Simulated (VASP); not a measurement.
HfGe and the effect of the choice of potentials or basis

The cell as given:

It takes space group P4/mmm (No. 123, tetragonal). Conventional cell: a = 3.220 Å, b = 3.220 Å, c = 4.108 Å, α = 90.00°, β = 90.00°, γ = 90.00°. Hf (site symmetry 4/mmm) has 4 Ge at 2.28 Å as nearest neighbours. Around Ge (site symmetry 4/mmm) lie 4 Hf at 2.28 Å.

The cell comes from a database or a generator and needn't be the stable form of this composition.

Kept alike: task relaxation of cell and atoms; functional PBE; k mesh 8 × 8 × 7; occupations fermi-dirac, width 0.05 eV; no spin polarisation. Program: VASP, cutoff 900 eV. The mesh is that of the run's cell of 2 atoms. No spin-orbit coupling.

```csv
choice of potentials or basis,volume (Å³/atom),third edge of the run's cell (Å)
"Ge, Hf",22.287,3.058
"Ge_d, Hf_pv",22.362,3.066
"Ge_h, Hf_pv",22.355,3.066
```

The relaxations keep at least the cell's symmetry (P4/mmm). For a metal such a mesh leaves the last digits unconverged. Relaxations stop with a little pressure left, so the last digits of a volume or edge aren't settled.

The volume runs from 22.287 (Ge, Hf) to 22.362 Å³/atom (Ge_d, Hf_pv). The third edge of the run's cell runs from 3.058 (Ge, Hf) to 3.066 Å (Ge_d, Hf_pv; Ge_h, Hf_pv).
